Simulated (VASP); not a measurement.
# Sn: accuracy against cost in the plane-wave cutoff and k-mesh, part 2 of 3

A convergence test on Sn: the plane-wave cutoff and k-mesh. The series runs use PBEsol. The atoms of the start are displaced at random from the sites of a I4_1/amd cell.

VASP 6.6.1; PBEsol; plane waves and PAW (Sn_d).

So far. Step 6 (Plane-wave cutoff: ENCUT = 280): Against the run before the energy moves by -0.88 meV an atom and the pressure by +0.66 GPa, after 10 cycles in 8 s.

The database entry behind the starting cell differs from later determinations by our own check (about 0.15 % long, nanocrystals), so it need not match the best structure at ambient conditions.

## Step 7: Plane-wave cutoff: ENCUT = 310

The input, INCAR:

```
SYSTEM = Sn
PREC = Accurate
ENCUT = 310
EDIFF = 1E-06
NELM = 100
ISMEAR = -1
SIGMA = 0.05
LREAL = .FALSE.
ALGO = Normal
GGA = PS
NBANDS = 20
LORBIT = 11
LWAVE = .FALSE.
LCHARG = .FALSE.
KPAR = 2
ISIF = 2
```

The input, POSCAR:

```
Sn
1.0
   -2.9196440750      2.9196440750      1.5938000000
    2.9196440750     -2.9196440750      1.5938000000
    2.9196440750      2.9196440750     -1.5938000000
Sn
2
Direct
    0.0003100000     -0.0047210000     -0.0052750000
    0.7505870000      0.2404530000      0.5037110000
```

The input, KPOINTS:

```
Automatic mesh
0
Gamma
7 7 5
0 0 0
```

PAW data sets: Sn_d (PBE family, release 64).

On the command line:

```
mpirun -np 2 vasp_std
```

The program printed:

```text
[... set-up lines as in an earlier step ...]
 entering main loop
       N       E                     dE             d eps       ncg     rms          rms(c)
DAV:   1     0.184700168288E+03    0.18470E+03   -0.11165E+04  5016   0.162E+03
DAV:   2     0.856069937792E+01   -0.17614E+03   -0.17292E+03  4992   0.369E+02
DAV:   3    -0.812640619923E+01   -0.16687E+02   -0.16582E+02  5620   0.118E+02
DAV:   4    -0.855557916050E+01   -0.42917E+00   -0.42895E+00  5516   0.213E+01
[...]
DAV:   8    -0.852959175077E+01    0.53972E-03   -0.21488E-03  6104   0.658E-01    0.294E-02
DAV:   9    -0.852959616534E+01   -0.44146E-05   -0.56183E-05  6468   0.706E-02    0.118E-02
DAV:  10    -0.852959581836E+01    0.34698E-06   -0.41658E-06  5212   0.228E-02
   1 F= -.85295958E+01 E0= -.85244327E+01  d E =-.103262E-01
```

Wall time 16 s (2 MPI ranks of Intel Xeon 6975P-C (Granite Rapids), shared host); peak memory 0.33 GiB; 28 s of CPU time.

Parts of OUTCAR (step 7):

```text
  Total       -0.4688727     -0.2965899     -0.4281041     -0.2671488      0.1023883      0.1981698
  in kB      -13.8233046     -8.7440629    -12.6213663     -7.8760814      3.0186130      5.8424416
  external PRESSURE =     -11.7295779 kB  Pullay stress =       0.0000000 kB

 POSITION                                       TOTAL-FORCE (eV/Angst)
 -----------------------------------------------------------------------------------
      5.80920     -0.00071      0.00138         0.051483      0.120743     -0.015466
     -0.01875      2.96007      0.77670        -0.051483     -0.120743      0.015466
 -----------------------------------------------------------------------------------
    total drift:                               -0.000005     -0.000032     -0.000002

  FREE ENERGIE OF THE ION-ELECTRON SYSTEM (eV)
  ---------------------------------------------------
  free  energy   TOTEN  =        -8.5295958184 eV

  energy  without entropy=       -8.5192696518  energy(sigma->0) =       -8.52443274

[... 1 part as in an earlier step ...]

[... 2 further parts left out ...]
[key lines of the parts left out:]
E-fermi :   7.6828
```

Against the run before the energy moves by +0.06 meV an atom and the pressure by -0.35 GPa, after 10 cycles in 16 s.

## Step 8: Plane-wave cutoff: ENCUT = 390

Changes to INCAR since step 7:

```diff
@@ -2,3 +2,3 @@
 PREC = Accurate
-ENCUT = 310
+ENCUT = 390
 EDIFF = 1E-06
```

POSCAR is that of step 7.

KPOINTS is that of step 7.

On the command line:

```
mpirun -np 2 vasp_std
```

The program printed:

```text
[... set-up lines as in an earlier step ...]
 entering main loop
       N       E                     dE             d eps       ncg     rms          rms(c)
DAV:   1     0.197787859574E+03    0.19779E+03   -0.12522E+04  4988   0.184E+03
DAV:   2     0.106320929471E+02   -0.18716E+03   -0.18389E+03  4960   0.403E+02
DAV:   3    -0.801784799323E+01   -0.18650E+02   -0.18507E+02  5588   0.127E+02
DAV:   4    -0.855297741856E+01   -0.53513E+00   -0.53483E+00  5584   0.242E+01
[...]
DAV:   8    -0.853012252113E+01    0.54624E-03   -0.22681E-03  6104   0.674E-01    0.304E-02
DAV:   9    -0.853012768542E+01   -0.51643E-05   -0.65094E-05  6636   0.771E-02    0.125E-02
DAV:  10    -0.853012715436E+01    0.53106E-06   -0.50185E-06  5724   0.263E-02
   1 F= -.85301272E+01 E0= -.85249648E+01  d E =-.103246E-01
```

Elapsed: 23 s, on 2 MPI ranks; peak memory 0.38 GiB.

From OUTCAR (step 8):

```text
  Total       -0.3179835     -0.1453552     -0.2772482     -0.2671210      0.1026056      0.1982382
  in kB       -9.3747905     -4.2853610     -8.1738311     -7.8752620      3.0250189      5.8444576
  external PRESSURE =      -7.2779942 kB  Pullay stress =       0.0000000 kB

 POSITION                                       TOTAL-FORCE (eV/Angst)
 -----------------------------------------------------------------------------------
      5.80920     -0.00071      0.00138         0.051729      0.120737     -0.015433
     -0.01875      2.96007      0.77670        -0.051729     -0.120737      0.015433
 -----------------------------------------------------------------------------------
    total drift:                               -0.000002      0.000017     -0.000002

  FREE ENERGIE OF THE ION-ELECTRON SYSTEM (eV)
  ---------------------------------------------------
  free  energy   TOTEN  =        -8.5301271544 eV

  energy  without entropy=       -8.5198025074  energy(sigma->0) =       -8.52496483

[... 1 part as in an earlier step ...]

[... 2 further parts left out ...]
[key lines of the parts left out:]
E-fermi :   7.6836
```

Against the run before the energy moves by -0.27 meV an atom and the pressure by +0.45 GPa, after 10 cycles in 23 s.

## Step 9: Plane-wave cutoff: ENCUT = 480

Changes to INCAR since step 8:

```diff
@@ -2,3 +2,3 @@
 PREC = Accurate
-ENCUT = 390
+ENCUT = 480
 EDIFF = 1E-06
```

POSCAR is that of step 8.

KPOINTS is that of step 8.

On the command line:

```
mpirun -np 2 vasp_std
```

The program printed:

```text
[... set-up lines as in an earlier step ...]
 entering main loop
       N       E                     dE             d eps       ncg     rms          rms(c)
DAV:   1     0.211777373521E+03    0.21178E+03   -0.13992E+04  4948   0.209E+03
DAV:   2     0.123767710802E+02   -0.19940E+03   -0.19575E+03  4948   0.439E+02
DAV:   3    -0.791198953171E+01   -0.20289E+02   -0.20124E+02  5564   0.134E+02
DAV:   4    -0.854856834601E+01   -0.63658E+00   -0.63588E+00  5520   0.264E+01
[...]
DAV:   8    -0.853070397178E+01    0.54112E-03   -0.22939E-03  6152   0.678E-01    0.308E-02
DAV:   9    -0.853070937750E+01   -0.54057E-05   -0.67397E-05  6616   0.788E-02    0.128E-02
DAV:  10    -0.853070878059E+01    0.59691E-06   -0.53028E-06  5840   0.276E-02
   1 F= -.85307088E+01 E0= -.85255465E+01  d E =-.103245E-01
```

It took 17 s on 2 MPI ranks; peak memory 0.45 GiB; 30 s of CPU time.

OUTCAR, selected parts (step 9):

```text
  Total       -0.2879164     -0.1161332     -0.2470820     -0.2671899      0.1025563      0.1981761
  in kB       -8.4883501     -3.4238405     -7.2844715     -7.8772926      3.0235649      5.8426266
  external PRESSURE =      -6.3988874 kB  Pullay stress =       0.0000000 kB

 POSITION                                       TOTAL-FORCE (eV/Angst)
 -----------------------------------------------------------------------------------
      5.80920     -0.00071      0.00138         0.052007      0.120868     -0.015488
     -0.01875      2.96007      0.77670        -0.052007     -0.120868      0.015488
 -----------------------------------------------------------------------------------
    total drift:                                0.000001     -0.000002      0.000010

  FREE ENERGIE OF THE ION-ELECTRON SYSTEM (eV)
  ---------------------------------------------------
  free  energy   TOTEN  =        -8.5307087806 eV

  energy  without entropy=       -8.5203842608  energy(sigma->0) =       -8.52554652

[... 1 part as in an earlier step ...]

[... 2 further parts left out ...]
[key lines of the parts left out:]
E-fermi :   7.6836
```

Against the run before the energy moves by -0.29 meV an atom and the pressure by +0.09 GPa, after 10 cycles in 17 s.

## Step 10: The plane-wave cutoff series as a table

This step: convergence of PBEsol results with the cutoff; plane waves and PAW (VASP 6.6.1).

Derived from the runs above.

Differences are taken from the run with ENCUT = 480. Results of the series, by row:

| setting | status | energy less the reference (meV/atom) | pressure (GPa) | largest force difference (meV/Å) | SCF cycles | wall time (s) |
| --- | --- | --- | --- | --- | --- | --- |
| ENCUT = 140 | converged | 7299 | -390.2 | 318.2 | 11 | 5 |
| ENCUT = 180 | converged | 426.1 | -55.4 | 40.95 | 10 | 6.4 |
| ENCUT = 220 | converged | 18.23 | -5.722 | 0.594 | 10 | 7.4 |
| ENCUT = 240 | converged | 1.376 | -1.478 | 0.38 | 10 | 7.6 |
| ENCUT = 280 | converged | 0.4939 | -0.8218 | 0.494 | 10 | 8 |
| ENCUT = 310 | converged | 0.5569 | -1.173 | 0.524 | 10 | 16.2 |
| ENCUT = 390 | converged | 0.2908 | -0.7278 | 0.278 | 10 | 23 |
| ENCUT = 480 | converged | 0 | -0.6399 | 0 | 10 | 17.2 |

## Step 11: K-mesh: 2 2 2

This step: PBEsol; plane waves and PAW (Sn_d) (VASP 6.6.1).

The sum over the zone converges with the mesh, fast for insulators and slowly for metals.

Changes to INCAR since step 9:

```diff
@@ -2,3 +2,3 @@
 PREC = Accurate
-ENCUT = 480
+ENCUT = 400
 EDIFF = 1E-06
@@ -14,3 +14,3 @@
 LCHARG = .FALSE.
-KPAR = 2
+NCORE = 2
 ISIF = 2
```

POSCAR is that of step 9.

The input, KPOINTS:

```
Automatic mesh
0
Gamma
2 2 2
0 0 0
```

On the command line:

```
mpirun -np 2 vasp_std
```

The program printed:

```text
[banner, memory and clock lines left out]
running    2 mpi-ranks, on    1 nodes
 distrk:  each k-point on    2 cores,    1 groups
 distr:  one band on    2 cores,    1 groups

 POSCAR found type information on POSCAR Sn
 POSCAR found :  1 types and       2 ions
 [... a notice as in an earlier step ...]

 LDA part: xc-table for (Slater+PW92), standard interpolation
 POSCAR, INCAR and KPOINTS ok, starting setup
 FFT: planning ... GRIDC
 FFT: planning ... GRID_SOFT
 FFT: planning ... GRID
 WAVECAR not read
 entering main loop
       N       E                     dE             d eps       ncg     rms          rms(c)
DAV:   1     0.196914807897E+03    0.19691E+03   -0.12638E+04   320   0.187E+03
DAV:   2     0.999047991228E+01   -0.18692E+03   -0.18280E+03   320   0.404E+02
DAV:   3    -0.857623018065E+01   -0.18567E+02   -0.18481E+02   364   0.128E+02
DAV:   4    -0.911523461415E+01   -0.53900E+00   -0.53883E+00   352   0.249E+01
DAV:   5    -0.913705820750E+01   -0.21824E-01   -0.21823E-01   452   0.448E+00    0.263E+00
DAV:   6    -0.910028445640E+01    0.36774E-01   -0.40829E-02   436   0.292E+00    0.144E+00
DAV:   7    -0.908646662834E+01    0.13818E-01   -0.28119E-02   440   0.230E+00    0.168E-01
DAV:   8    -0.908627991360E+01    0.18671E-03   -0.38380E-03   372   0.801E-01    0.348E-02
DAV:   9    -0.908628382767E+01   -0.39141E-05   -0.11038E-04   436   0.107E-01    0.146E-02
DAV:  10    -0.908628288779E+01    0.93989E-06   -0.11876E-05   420   0.392E-02    0.283E-03
DAV:  11    -0.908628284596E+01    0.41822E-07   -0.12359E-06   256   0.129E-02
   1 F= -.90862828E+01 E0= -.90862828E+01  d E =-.687192E-07
```

Run time: 2.6 s. Hardware: 2 MPI ranks; peak memory 0.25 GiB; 3.6 s of CPU time.

Parts of OUTCAR (step 11):

```text
   k-points           NKPTS =      8   k-points in BZ     NKDIM =      8   number of bands    NBANDS=     20

   ENCUT  =  400.0 eV  29.40 Ry    5.42 a.u.   7.22  7.22  7.22*2*pi/ulx,y,z

   NELECT =      28.0000    total number of electrons

 E-fermi :   7.4928

 k-point     1 :       0.0000    0.0000    0.0000
  band No.  band energies     occupation
    ...
     10     -13.1592      2.00000
     11      -3.2912      2.00000
     12       4.2904      2.00000
     13       5.8311      2.00000
     14       5.8541      2.00000
     15      10.7042      0.00000
     16      14.0251      0.00000
     17      14.0582      0.00000
     18      14.6985      0.00000
     19      14.8064      0.00000
    ...

  Total        0.1800615      0.3549973      1.0049445     -0.0038630     -0.0483036      0.0111409
  in kB        5.3085720     10.4660309     29.6277754     -0.1138877     -1.4240856      0.3284569
  external PRESSURE =      15.1341261 kB  Pullay stress =       0.0000000 kB

 POSITION                                       TOTAL-FORCE (eV/Angst)
 -----------------------------------------------------------------------------------
      5.80920     -0.00071      0.00138         0.073413      0.281016     -0.039645
     -0.01875      2.96007      0.77670        -0.073413     -0.281016      0.039645
 -----------------------------------------------------------------------------------
    total drift:                               -0.000002      0.000017     -0.000002

  FREE ENERGIE OF THE ION-ELECTRON SYSTEM (eV)
  ---------------------------------------------------
  free  energy   TOTEN  =        -9.0862828460 eV

  energy  without entropy=       -9.0862827772  energy(sigma->0) =       -9.08628281

[... 4 parts as in an earlier step ...]

[... 11 further parts left out ...]
```

Numbers from this step:

```
SCF cycles           : 11
irreducible k-points : 8
free energy (TOTEN)  : -9.086 eV
Fermi energy         : 7.493 eV
pressure             : 1.513 GPa
```

The series starts at -4.5431 eV an atom and 1.51 GPa, after 11 cycles in 2.6 s.

## Step 12: K-mesh: 3 3 2

Changes to INCAR since step 11:

```diff
@@ -14,3 +14,3 @@
 LCHARG = .FALSE.
-NCORE = 2
+KPAR = 2
 ISIF = 2
```

POSCAR is that of step 11.

The input, KPOINTS:

```
Automatic mesh
0
Gamma
3 3 2
0 0 0
```

On the command line:

```
mpirun -np 2 vasp_std
```

The program printed:

```text
[... set-up lines as in an earlier step ...]
 entering main loop
       N       E                     dE             d eps       ncg     rms          rms(c)
DAV:   1     0.197923980199E+03    0.19792E+03   -0.12690E+04   400   0.188E+03
DAV:   2     0.107054877216E+02   -0.18722E+03   -0.18406E+03   404   0.402E+02
DAV:   3    -0.774974466234E+01   -0.18455E+02   -0.18334E+02   460   0.128E+02
DAV:   4    -0.829453029460E+01   -0.54479E+00   -0.54452E+00   436   0.244E+01
[...]
DAV:   8    -0.826795302190E+01    0.57362E-03   -0.26588E-03   480   0.719E-01    0.349E-02
DAV:   9    -0.826796016048E+01   -0.71386E-05   -0.87946E-05   520   0.939E-02    0.171E-02
DAV:  10    -0.826795956001E+01    0.60046E-06   -0.64643E-06   500   0.307E-02
   1 F= -.82679596E+01 E0= -.82548079E+01  d E =-.263033E-01
```

The job ended after 4 s (2 MPI ranks; peak memory 0.29 GiB; 6 s of CPU time).

From OUTCAR (step 12):

```text
  Total       -1.4221709     -1.2448511      1.4270003      0.9777928     -0.5022186     -0.2635312
  in kB      -41.9284443    -36.7007008     42.0708241     28.8272880    -14.8064087     -7.7694255
  external PRESSURE =     -12.1861070 kB  Pullay stress =       0.0000000 kB

 POSITION                                       TOTAL-FORCE (eV/Angst)
 -----------------------------------------------------------------------------------
      5.80920     -0.00071      0.00138         0.304141     -0.129766     -0.020574
     -0.01875      2.96007      0.77670        -0.304141      0.129766      0.020574
 -----------------------------------------------------------------------------------
    total drift:                               -0.000002      0.000017     -0.000002

  FREE ENERGIE OF THE ION-ELECTRON SYSTEM (eV)
  ---------------------------------------------------
  free  energy   TOTEN  =        -8.2679595600 eV

  energy  without entropy=       -8.2416562754  energy(sigma->0) =       -8.25480792

[... 1 part as in an earlier step ...]

[... 2 further parts left out ...]
[key lines of the parts left out:]
E-fermi :   8.0139
```

Against the run before the energy moves by +415.74 meV an atom and the pressure by -2.73 GPa, after 10 cycles in 4 s.

## Step 13: K-mesh: 4 4 3

INCAR is that of step 12.

POSCAR is that of step 12.

The input, KPOINTS:

```
Automatic mesh
0
Gamma
4 4 3
0 0 0
```

On the command line:

```
mpirun -np 2 vasp_std
```

The program printed:

```text
[... set-up lines as in an earlier step ...]
 entering main loop
       N       E                     dE             d eps       ncg     rms          rms(c)
DAV:   1     0.198477827822E+03    0.19848E+03   -0.12665E+04  1048   0.189E+03
DAV:   2     0.109704214280E+02   -0.18751E+03   -0.18407E+03  1072   0.404E+02
DAV:   3    -0.785717605312E+01   -0.18828E+02   -0.18662E+02  1168   0.128E+02
DAV:   4    -0.841559990797E+01   -0.55842E+00   -0.55822E+00  1176   0.247E+01
[...]
DAV:   8    -0.839005549895E+01    0.49076E-03   -0.28924E-03  1240   0.731E-01    0.255E-02
DAV:   9    -0.839005951829E+01   -0.40193E-05   -0.88438E-05  1432   0.973E-02    0.109E-02
DAV:  10    -0.839005905428E+01    0.46402E-06   -0.69279E-06  1200   0.255E-02
   1 F= -.83900591E+01 E0= -.83871550E+01  d E =-.580814E-02
```

Wall time 5.8 s (2 MPI ranks); peak memory 0.3 GiB; 9.4 s of CPU time.

Parts of OUTCAR (step 13):

```text
  Total       -0.4588623     -0.2076187      0.2799019      0.0437138      0.0081060      0.1011819
  in kB      -13.5281782     -6.1210141      8.2520671      1.2887707      0.2389805      2.9830453
  external PRESSURE =      -3.7990417 kB  Pullay stress =       0.0000000 kB

 POSITION                                       TOTAL-FORCE (eV/Angst)
 -----------------------------------------------------------------------------------
      5.80920     -0.00071      0.00138        -0.060168      0.259219     -0.014315
     -0.01875      2.96007      0.77670         0.060168     -0.259219      0.014315
 -----------------------------------------------------------------------------------
    total drift:                               -0.000002      0.000017     -0.000002

  FREE ENERGIE OF THE ION-ELECTRON SYSTEM (eV)
  ---------------------------------------------------
  free  energy   TOTEN  =        -8.3900590543 eV

  energy  without entropy=       -8.3842509159  energy(sigma->0) =       -8.38715499

[... 1 part as in an earlier step ...]

[... 2 further parts left out ...]
[key lines of the parts left out:]
E-fermi :   7.8944
```

Against the run before the energy moves by -66.17 meV an atom and the pressure by +0.84 GPa, after 10 cycles in 5.8 s.

## Step 14: K-mesh: 5 5 4

INCAR is that of step 13.

POSCAR is that of step 13.

The input, KPOINTS:

```
Automatic mesh
0
Gamma
5 5 4
0 0 0
```

On the command line:

```
mpirun -np 2 vasp_std
```

The program printed:

```text
[... set-up lines as in an earlier step ...]
 entering main loop
       N       E                     dE             d eps       ncg     rms          rms(c)
DAV:   1     0.200287038919E+03    0.20029E+03   -0.12739E+04  2048   0.187E+03
DAV:   2     0.109859476778E+02   -0.18930E+03   -0.18621E+03  2048   0.408E+02
DAV:   3    -0.797326216377E+01   -0.18959E+02   -0.18851E+02  2336   0.129E+02
DAV:   4    -0.853302401746E+01   -0.55976E+00   -0.55934E+00  2284   0.249E+01
[...]
DAV:   8    -0.851391732438E+01    0.52257E-03   -0.22005E-03  2572   0.669E-01    0.298E-02
DAV:   9    -0.851392286881E+01   -0.55444E-05   -0.62953E-05  2684   0.773E-02    0.119E-02
DAV:  10    -0.851392234824E+01    0.52056E-06   -0.43684E-06  2300   0.251E-02
   1 F= -.85139223E+01 E0= -.85092231E+01  d E =-.939845E-02
```

Run time: 9.4 s. Hardware: 2 MPI ranks; peak memory 0.32 GiB.

OUTCAR, selected parts (step 14):

```text
  Total        0.4206011      0.7270121     -1.2249843      0.3346966     -0.1820662     -0.1681903
  in kB       12.4001612     21.4337719    -36.1149884      9.8675241     -5.3676750     -4.9585869
  external PRESSURE =      -0.7603518 kB  Pullay stress =       0.0000000 kB

 POSITION                                       TOTAL-FORCE (eV/Angst)
 -----------------------------------------------------------------------------------
      5.80920     -0.00071      0.00138         0.007885      0.205993     -0.009001
     -0.01875      2.96007      0.77670        -0.007885     -0.205993      0.009001
 -----------------------------------------------------------------------------------
    total drift:                               -0.000002      0.000017     -0.000002

  FREE ENERGIE OF THE ION-ELECTRON SYSTEM (eV)
  ---------------------------------------------------
  free  energy   TOTEN  =        -8.5139223482 eV

  energy  without entropy=       -8.5045238992  energy(sigma->0) =       -8.50922312

[... 1 part as in an earlier step ...]

[... 2 further parts left out ...]
[key lines of the parts left out:]
E-fermi :   7.8475
```

Against the run before the energy moves by -61.03 meV an atom and the pressure by +0.30 GPa, after 10 cycles in 9.4 s.

[end of part 2 of 3]

[Lines on the potential files, build, host, timing and source positions are cut from VASP's logs without a mark.]

[Logs are printed without paths, hosts, clocks, repeated set-up lines and the standing remarks that a program may print on its own settings, such as how far it seeks lower states.]

[Hosts, paths, dates, database ids (printed as entryN), source tags and the programs' standing remarks are cut or masked in the printed files.]

[A measured line is paired with the nearest computed mode of its activity, which favours agreement.]
